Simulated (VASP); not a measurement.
Given:

```
AlP
1.0
    0.00000     2.75282     2.75282
    2.75282     0.00000     2.75282
    2.75282     2.75282     0.00000
Al P
1 1
Cartesian
  0.00000   0.00000   0.00000
  1.37641   1.37641   1.37641
```

These are PBE GGA, VASP's PBE PAW potentials (set 64) (plane waves; VASP) values and carry that method's errors. Run with 480 eV cut-off, 8×8×8 Γ-centred mesh, Gaussian smearing of 0.050 eV, potentials Al P.

Predict the energy per atom (σ→0), band gap (on the k-mesh) with the smallest direct gap where there is one.

| Quantity | Result |
|---|---|
| band gap (on the k-mesh) | 1.63 eV |
| smallest direct gap (on the k-mesh) | 3.09 eV |
| energy per atom (σ→0) | -5.188 eV/atom |

Total energies compare only between runs with the same potentials, cut-off and functional.

The compound is AlP in the zinc blende structure. It was relaxed first.
